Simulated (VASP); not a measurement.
Computed with PBEsol GGA, VASP's PBE PAW potentials (set 64) (plane waves; VASP 6.6.1).

VASP ran on this input.

**INCAR**
```
# general
SYSTEM  = Ag(211) slab
PREC    = Normal
ENCUT   = 400   # plane-wave cut-off (eV)
LREAL   = .False.   # projection in real space or not
LASPH   = .True.   # aspherical one-centre terms

# electronic loop
EDIFF   = 1E-6   # SCF stop (eV)
NELM    = 100
NELMIN  = 4
ALGO    = Normal
LMAXMIX = 4

# smearing
ISMEAR  = 1
SIGMA   = 0.1

# functional
GGA     = PS

# output
LWAVE   = .False.
LCHARG  = .False.
LORBIT  = 11   # lm-projected
LVHAR   = .True.

# other
LDIPOL  = .True.
IDIPOL  = 3
DIPOL   = 0.5 0.5 0.5
```

### KPOINTS
```
Automatic mesh
0
Gamma
4 10 1
```

File POSCAR:
```
Ag(211) slab
1
    7.0162804427     0.0000000000     0.0000000000
    0.0000000000     2.8643846789     0.0000000000
    0.0000000000     0.0000000000    24.7789414584
Ag
12
Direct
  0.6699642209   0.2500000000   0.3209980123
  0.9982072022   0.7500000000   0.3504614321
  0.3280838140   0.2500000000   0.3810119277
  0.6594160952   0.7500000000   0.4174842180
  0.9998067345   0.2500000000   0.4501732901
  0.3319300086   0.7500000000   0.4833435914
  0.6680699914   0.2500000000   0.5166564086
  0.0001932655   0.7500000000   0.5498267099
  0.3405839048   0.2500000000   0.5825157820
  0.6719161860   0.7500000000   0.6189880723
  0.0017927978   0.2500000000   0.6495385679
  0.3300357791   0.7500000000   0.6790019877
```

POTCAR, in this order: Ag (PBE.64 set). Program: vasp_std. Read from the step before: WAVECAR.

Task: Predict the energy per atom (σ→0), band gap (on the k-mesh).

Result: 
```json
{
  "energy per atom (σ→0)": "-3.068 eV/atom",
  "band gap (on the k-mesh)": "none (metal, semimetal or under 0.01 eV)"
}
```

File OSZICAR:
```
       N       E                     dE             d eps       ncg     rms          rms(c)
DAV:   1    -0.368195814516E+02   -0.36820E+02   -0.15349E-05  2973   0.154E-02    0.407E-03
DAV:   2    -0.368195800774E+02    0.13742E-05   -0.35963E-06  2042   0.160E-02    0.238E-03
DAV:   3    -0.368195800290E+02    0.48341E-07   -0.78181E-07  1688   0.625E-03    0.812E-04
DAV:   4    -0.368195800347E+02   -0.56752E-08   -0.20145E-07  1660   0.166E-03
   1 F= -.36819580E+02 E0= -.36819849E+02  d E =0.806532E-03
```

The cell is a thin slab with vacuum, built from Ag (fcc): (211) face.
